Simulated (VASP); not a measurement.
VASP input:

### KPOINTS
```
Automatic mesh
0
Gamma
16 16 16
0 0 0
```

**INCAR**
```
SYSTEM = Pd
EDIFFG = -0.02   ! ionic stop
PSTRESS = 100
LCHARG = .FALSE.
LWAVE = .FALSE.
ISIF = 3   ! ions, shape and volume
SIGMA = 0.1
LMAXMIX = 4   ! l cut-off of mixed one-centre charges
LREAL = .FALSE.
NSW = 40   ! most ionic steps
NELM = 100   ! most electronic steps
ALGO = Normal   ! blocked Davidson
PREC = Accurate
ENCUT = 500
IBRION = 2
EDIFF = 1E-6
GGA = PS   ! PBEsol
ISMEAR = 1
LASPH = .TRUE.   ! aspherical one-centre terms
```

POSCAR:
```
Pd
1
    0.0000000000     1.9092854981     1.9092854981
    1.9092854981    -0.0000000000     1.9092854981
    1.9092854981     1.9092854981    -0.0000000000
Pd
1
Direct
  0.0000000000   0.0000000000   0.0000000000
```

POTCAR, in this order: Pd (PBE.64 set). Program: vasp_std.

Task: Write an equivalent input for Ansatz.

Result: One equivalent input (not run):
Ansatz 0.2 input:
```yaml
crystal:
  lattice:
    - [0.0000000, 1.9092855, 1.9092855]
    - [1.9092855, 0.0000000, 1.9092855]
    - [1.9092855, 1.9092855, 0.0000000]
  atoms:
    - { symbol: Pd, position: [0.0000000, 0.0000000, 0.0000000] }
kpoints:
  mp_grid: { grid: [16, 16, 16] }
hamiltonian:
  xc: pbesol
  pseudopotentials: { kind: paw }
scf:
  occupations: { method: methfessel_paxton, width: 0.1 }
  max_iter: 100
relax:
  max_steps: 40
  f_tol: 0.02
  cell: { p_target: 10 }
output: { forces: true, stress: true, eigenvalues: true }
```
The two are equivalent in intent, not identical: each code has its own PAW files, so the cut-off isn't converted (ENCUT is set for VASP's; basis.ecutwfc is left out, and Ansatz then takes the one that its files recommend); Ansatz stops its SCF on the density residual and VASP on the energy change (EDIFF).

The compound is Pd in the fcc structure. It was relaxed first under an external pressure of 10 GPa.
